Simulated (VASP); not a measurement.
Given:

```
CELL_PARAMETERS angstrom
      5.90734     0.00000     0.00000
      0.00000     5.90734     0.00000
      0.00000     0.00000     5.90734
ATOMIC_POSITIONS crystal
  Cs 0.00000 0.00000 0.00000
  Pb 0.50000 0.50000 0.50000
  Br 0.50000 0.00000 0.50000
  Br 0.00000 0.50000 0.50000
  Br 0.50000 0.50000 0.00000
```

Level of theory: optB86b-vdW, VASP's PBE PAW potentials (set 64) (plane waves; VASP 6.6.1). Run with 520 eV cut-off, 4×4×4 Γ-centred mesh, Gaussian smearing of 0.050 eV, potentials Cs_sv Pb_d Br.

Unless said otherwise, spin-orbit coupling is left out, though it shifts the bands of the heavy elements here.

**Question.** What does the run give for the energy per atom (σ→0), band gap (on the k-mesh) with the smallest direct gap where there is one?

**Answer.** 
The band gap (on the k-mesh) is 1.62 eV, the smallest direct gap (on the k-mesh) is 1.62 eV and the energy per atom (σ→0) is -0.960 eV/atom.

The compound is CsPbBr3 in the cubic perovskite structure, the ideal cubic form; the compound distorts at low or room temperature. It was relaxed first. The start is the result of an earlier pass.
